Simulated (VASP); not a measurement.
A run of VASP 6.6.1:

The input INCAR:

```
SYSTEM = Ga3F
PREC = Accurate ; ENCUT = 520
EDIFF = 1E-7 ; ISMEAR = -1
SIGMA = 0.05 ; LREAL = .False.
LASPH = .True. ; NELM = 100
ALGO = Normal ; ISIF = 2
LWAVE = .False. ; LCHARG = .False.
GGA = PE ; NBANDS = 31
```

The input KPOINTS:

```
Automatic mesh
0
Gamma
  7 7 7
  0 0 0
```

The input POSCAR:

```
Ga3F
1.0
    4.0807695100      0.0000000000      0.0000000000
    0.0000000000      4.0807695100      0.0000000000
    0.0000000000      0.0000000000      4.0807695100
Ga F
3 1
Direct
    0.5000000000      0.5000000000      0.0000000000
    0.5000000000      0.0000000000      0.5000000000
    0.0000000000      0.5000000000      0.5000000000
    0.0000000000      0.0000000000      0.0000000000
```

Potentials or basis: VASP PAW PBE potentials, release 64 (Ga_d, F).

Command:

```console
$ cat potpaw_PBE.64/Ga_d/POTCAR potpaw_PBE.64/F/POTCAR > POTCAR
$ mpirun -np 1 vasp_std > vasp.out
```

Hardware: 1 thread of Intel(R) Xeon(R) 6975P-C (Granite Rapids), on a shared host.

Question: How long does it take, and how much memory?

Answer: Run time: 17 s on 1 thread of Intel(R) Xeon(R) 6975P-C (Granite Rapids), on a shared host, peak memory 0.18 GiB. Counts: scf iterations 15, k points 20.
